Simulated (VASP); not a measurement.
Data:

```
GaAs
1.0
    0.00000     2.87137     2.87137
    2.87137     0.00000     2.87137
    2.87137     2.87137     0.00000
Ga As
1 1
Direct
  0.00000   0.00000   0.00000
  0.25000   0.25000   0.25000
```

Level of theory: optB88-vdW, VASP's PBE PAW potentials (set 64) (plane waves; VASP 6.6.1). Settings: 520 eV cut-off, 12×12×12 Γ-centred mesh, tetrahedra with Blöchl corrections, potentials Ga_d As.

### Question
Predict the energy per atom (σ→0), band gap (on the k-mesh) with the smallest direct gap where there is one.

### Answer

```yaml
band gap (on the k-mesh): 0.02 eV
smallest direct gap (on the k-mesh): 0.02 eV
energy per atom (σ→0): -1.600 eV/atom
```

Total energies compare only between runs with the same potentials, cut-off and functional.

The compound is GaAs in the zinc blende structure. It was relaxed first, which changed the volume by +5 %.
